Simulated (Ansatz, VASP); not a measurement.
# Cross-check of W (Tungsten) between VASP and Ansatz, part 2 of 2

Wanted: the spread between two codes on one cell, functional and k mesh. The cell is taken from a series of runs on this material, whose earlier steps may have relaxed, scaled, displaced or heated it; both programs get it as it stands.

VASP 6.6.1 and Ansatz 0.2.0.

So far. Step 6 (VASP: single point, LDA, pair 2): The run ends at a pressure of 8.36 GPa. Step 7 (Ansatz: single point, LDA, pair 2): The run ends at a pressure of 10.90 GPa.

## Step 8: Differences

What differs besides the data sets and the points named for the pairs above, as far as they apply: the data sets hold 14 valence electrons in Ansatz (on its PAW soft_1 files) and 6 in VASP. Total energies have different zeros and are not compared.

The two programs side by side:

| quantity | Ansatz | VASP | difference |
| --- | --- | --- | --- |
| pressure (GPa) | 10.90 | 8.36 | +2.54 |

## Step 9: Ansatz: single point, LDA, pair 3

A single point gives forces, pressure and levels at one fixed geometry, so differences don't come from the geometry; what else differs is listed under the comparison. The cell compared in this pair holds 15.88 Å³, against 14.95 Å³ for the pair before.

The cell is taken from a series of runs on this material, whose earlier steps may have relaxed, scaled, displaced or heated it; both programs get it as it stands.

The input, input.yaml:

```yaml
crystal:
  lattice:
    - [-1.5834057576, 1.5834057576, 1.5834057576]
    - [1.5834057576, -1.5834057576, 1.5834057576]
    - [1.5834057576, 1.5834057576, -1.5834057576]
  atoms:
    - { symbol: W, position: [0.0, 0.0, 0.0] }
kpoints:
  mp_grid: { grid: [20, 20, 20] }
hamiltonian:
  xc: lda
  pseudopotentials: { kind: paw, azcp: { folder: soft_1 }, xc_functional: pbe }
scf:
  occupations: { method: methfessel_paxton, width: 0.2 }
  lower_state_search: "off"
output:
  forces: true
  stress: true
  eigenvalues: true
```

On the command line:

```
$ ansatz run input.yaml --threads 8 --pin off --max-ram 16384MiB --backend cpu --events-out ev --progress --plain --runs-dir out
```

Numbers of over 12 decimals in the logs are rounded to 6 here.

What it wrote:

```text
[...]
Crystal: 1 atoms, lattice volume = 15.879 Å³
Basis set: ecut = 420 eV, 321 PW (Γ)
Bands: 11, of which v1, the nominal top of the filled ones, is band 7 counted from 1 (6 counted from 0)
Symmetry: 48 space group operations
[...]
k-points: 256 of 8000
[...]
--- Band table (eV; the first three rows and the last of 256) ---
  k-point 0: bands = [... 3 lower, -15.6678, 12.4330, 20.7537, 20.7537, 20.7537, 24.1933, 24.1933, 36.6173]
  k-point 1: bands = [... 3 lower, -15.6679, 12.5550, 20.6805, 20.7393, 20.8712, 24.0743, 24.1947, 36.7208]
  k-point 2: bands = [... 3 lower, -15.6684, 12.9098, 20.4750, 20.6775, 21.2203, 23.8013, 24.2033, 36.9915]
  k-point 255: bands = [... 3 lower, -16.5715, 16.1897, 16.1897, 27.1408, 27.1408, 27.1408, 30.3239, 30.3239]
[key lines of the parts left out:]
SCF converged after 6 iterations
Free energy (F): -10130.675644 eV
Fermi energy:    22.069725 eV
P = ⅓ Tr σ = -9.3629 GPa (-93.629 kbar)
```

The run ends at a pressure of -9.36 GPa.

## Step 10: VASP: single point, LDA, pair 3

The same cell, functional (in two slightly different forms), mesh and smearing now go to VASP, with its own data sets.

The input, INCAR:

```
SYSTEM = W
PREC = Accurate
ENCUT = 600
EDIFF = 1E-06
NELM = 120
ISMEAR = 1
SIGMA = 0.2
LREAL = .FALSE.
ALGO = Normal
GGA = PW92
NBANDS = 9
LASPH = .TRUE.
LORBIT = 11
LWAVE = .FALSE.
LCHARG = .FALSE.
ISIF = 2
GGA_COMPAT = .FALSE.
```

The input, POSCAR:

```
W
1.0
   -1.5834057576      1.5834057576      1.5834057576
    1.5834057576     -1.5834057576      1.5834057576
    1.5834057576      1.5834057576     -1.5834057576
W
1
Direct
    0.0000000000      0.0000000000      0.0000000000
```

The input, KPOINTS:

```
Automatic mesh
0
Gamma
20 20 20
0 0 0
```

Potentials, in the order of the species: W (LDA family, release 64).

On the command line:

```
$ mpirun -np 1 vasp_std
```

What it wrote:

```text
[... set-up lines as in an earlier step ...]
 entering main loop
       N       E                     dE             d eps       ncg     rms          rms(c)
DAV:   1     0.834552049548E+01    0.83455E+01   -0.32045E+03  4608   0.644E+02
DAV:   2    -0.144353487591E+02   -0.22781E+02   -0.21879E+02  5562   0.131E+02
DAV:   3    -0.149087143949E+02   -0.47337E+00   -0.47097E+00  5287   0.155E+01
DAV:   4    -0.149099373029E+02   -0.12229E-02   -0.12228E-02  5351   0.849E-01
[...]
DAV:   9    -0.141818325076E+02    0.30862E-03   -0.19016E-04  5450   0.622E-02    0.159E-02
DAV:  10    -0.141818353975E+02   -0.28900E-05   -0.94803E-06  5357   0.221E-02    0.187E-02
DAV:  11    -0.141818353528E+02    0.44734E-07   -0.35550E-07  2687   0.631E-03
   1 F= -.14181835E+02 E0= -.14182214E+02  d E =0.113711E-02
```

Parts of OUTCAR (step 10):

```text
  Total       -1.1682053     -1.1682053     -1.1682053     -0.0000000     -0.0000000      0.0000000
  in kB     -117.8672324   -117.8672324   -117.8672324     -0.0000000     -0.0000000      0.0000000
  external PRESSURE =    -117.8672324 kB  Pullay stress =       0.0000000 kB

 POSITION                                       TOTAL-FORCE (eV/Angst)
 -----------------------------------------------------------------------------------
      0.00000      0.00000      0.00000         0.000000      0.000000      0.000000
 -----------------------------------------------------------------------------------
    total drift:                                0.000000      0.000000      0.000000

  FREE ENERGIE OF THE ION-ELECTRON SYSTEM (eV)
  ---------------------------------------------------
  free  energy   TOTEN  =       -14.1818353528 eV

  energy  without entropy=      -14.1829724665  energy(sigma->0) =      -14.18221439

[... 1 part as in an earlier step ...]

[... 2 further parts left out ...]
[key lines of the parts left out:]
E-fermi :   7.8361
```

The run ends at a pressure of -11.79 GPa.

## Step 11: Side by side

What differs besides the data sets and the points named for the pairs above, as far as they apply: the data sets hold 14 valence electrons in Ansatz (on its PAW soft_1 files) and 6 in VASP. Total energies have different zeros and are not compared.

Both answers:

| quantity | Ansatz | VASP | difference |
| --- | --- | --- | --- |
| pressure (GPa) | -9.36 | -11.79 | +2.42 |

## Step 12: What came out

| Item | Value |
| --- | --- |
| difference in pressure (single point, LDA, pair 1) | 2.5 GPa |
| difference in pressure (single point, LDA, pair 2) | 2.5 GPa |
| difference in pressure (single point, LDA, pair 3) | 2.4 GPa |

The difference in pressure is 2.5 GPa (single point, LDA, pair 2), beyond the 1 GPa picked in this series as the mark of a large difference. The data sets hold unlike numbers of valence electrons (14 in Ansatz and 6 in VASP), so part of the differences comes from the potentials. Single point, LDA, pair 1, VASP with the data sets W_sv and a cutoff of 500 eV: the difference in pressure goes from 2.5 to -1.6 GPa. What causes the difference of the single point, LDA, pair 2 pair stays open here. What causes the difference of the single point, LDA, pair 3 pair stays open here. 1 further run of this series is not shown here. How closely two codes agree says nothing of how well the functional describes the real material.

[Lines on the potential files, build, host, timing and source positions are cut from VASP's logs without a mark.]

[Logs are printed without paths, hosts, clocks, repeated set-up lines and the standing remarks that a program may print on its own settings, such as how far it seeks lower states.]

[Hosts, paths, dates, database ids (printed as entryN), source tags and the programs' standing remarks are cut or masked in the printed files.]
